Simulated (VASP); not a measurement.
```xyz
2
Lattice="0.0000 2.7300 2.7300 2.7300 0.0000 2.7300 2.7300 2.7300 0.0000" Properties=species:S:1:pos:R:3 pbc="T T T"
Mg     0.0000     0.0000     0.0000
Se     2.7300     2.7300     2.7300
```

Computed with LDA (Ceperley-Alder, Perdew-Zunger), VASP's LDA PAW potentials (set 64) (plane waves; VASP 6.6.1). Settings: 520 eV cut-off, 8×8×8 Γ-centred mesh, Gaussian smearing of 0.050 eV, potentials Mg Se.

Energy and stress use the plane-wave basis of the starting cell.

### Question
The ions, cell shape and volume are relaxed. What does this cell relax into?

### Answer

```xyz
2
Lattice="0.0000 2.6919 2.6919 2.6919 0.0000 2.6919 2.6919 2.6919 0.0000" Properties=species:S:1:pos:R:3 pbc="T T T"
Mg     0.0000     0.0000     0.0000
Se     2.6919     2.6919     2.6919
```
Space group Fm-3m (225), at a tolerance of 0.03 Å.

### Question
How do energy and volume change from the first to the last step?

### Answer
The energy (σ→0) changes by -7.4 meV/atom and the volume by -4.1 %, in 3 ionic steps.

The compound is MgSe in the rock salt structure. This run relaxes it. Symmetry was kept, so distortions that lower it aren't found.
